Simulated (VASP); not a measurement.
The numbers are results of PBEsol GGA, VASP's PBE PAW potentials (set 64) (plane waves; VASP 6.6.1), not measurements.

VASP input:

### INCAR
```
# general
SYSTEM   =  TmB2
PREC     =  Accurate
ENCUT    =  520
LREAL    =  .FALSE.
LASPH    =  .TRUE.

# electronic loop
EDIFF    =  1E-6
NELM     =  100
ALGO     =  Normal
LMAXMIX  =  6

# smearing
ISMEAR   =  1
SIGMA    =  0.1

# functional
GGA      =  PS

# ions
IBRION   =  2
NSW      =  60
ISIF     =  3
EDIFFG   =  -0.02

# output
LWAVE    =  .FALSE.
LCHARG   =  .FALSE.
```

**KPOINTS**
```
Automatic mesh
0
Gamma
10 10 8
0 0 0
```

File POSCAR:
```
TmB2
1
    3.2373019419     0.0000000000    -0.0000000000
   -1.6186509710     2.8035855621     0.0000000000
    0.0000000000     0.0000000000     3.7319398451
Tm B
1 2
Direct
  0.0000000000   0.0000000000   0.0000000000
  0.3333330000   0.6666670000   0.5000000000
  0.6666670000   0.3333330000   0.5000000000
```

POTCAR, in this order: Tm_3 B (PBE.64 set). Program: vasp_std.

The 4f electrons are frozen in the core of the lanthanide potential, so 4f levels, which can set the real gap, and their magnetism are missing.

Predict the energy per atom (σ→0), band gap (on the k-mesh).

```
Quantity                                                    Result
------------------------  ----------------------------------------
energy per atom (σ→0)                               -7.038 eV/atom
band gap (on the k-mesh)  none (metal, semimetal or under 0.01 eV)
```

OSZICAR:
```
...
DAV:   6    -0.211271015046E+02    0.84130E+00   -0.20094E+00  2548   0.109E+01    0.213E+01
DAV:   7    -0.211570177137E+02   -0.29916E-01   -0.88116E-01  2570   0.737E+00    0.445E+00
DAV:   8    -0.211184919743E+02    0.38526E-01   -0.37287E-01  2561   0.482E+00    0.587E-01
DAV:   9    -0.211132179674E+02    0.52740E-02   -0.24135E-02  2536   0.131E+00    0.145E-01
DAV:  10    -0.211132271800E+02   -0.92126E-05   -0.56294E-04  1964   0.206E-01    0.157E-01
DAV:  11    -0.211132241273E+02    0.30527E-05   -0.18318E-05  2474   0.542E-02    0.217E-02
DAV:  12    -0.211132238800E+02    0.24737E-06   -0.16601E-06  1442   0.137E-02
   1 F= -.21113224E+02 E0= -.21113044E+02  d E =-.211132E+02
```

The structure comes from a computed database's TmB2 entry (P6/mmm); how it stands against other phases isn't given here. It was relaxed first. The start is the result of an earlier pass. The electron count is odd and the run is not spin-polarised, which forces a metal.
